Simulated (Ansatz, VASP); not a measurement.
## Two plane-wave programs on LaS

```
La S
1.0
     0.00000    2.86725    2.86725
     2.86725    0.00000    2.86725
     2.86725    2.86725    0.00000
La S
1 1
Direct
  0.00000 0.00000 0.00000
  0.50000 0.50000 0.50000
```

Alike in both runs: task single point; functional LDA; k mesh 8 × 8 × 8; no spin polarisation.

```csv
,VASP,Ansatz
version,VASP 6.6.1,Ansatz 0.2.0
potentials or method,"VASP PAW LDA potentials, release 64 (La, S)","plane waves, PAW"
plane-wave cutoff (eV),520,500
occupations,"methfessel-paxton of order 1, width 0.15 eV","cold, width 0.15 eV"
valence electrons in the cell,17,17
```

Ansatz gave:

| Item | Value |
| --- | --- |
| pressure (GPa) | 1.8 |

Q: Which values does VASP return?

A: Pressure (GPa): 1.7.

Ansatz warned: «stress_scf_threshold_loose».

The runs have no spin-orbit coupling, so splittings on La are missing.
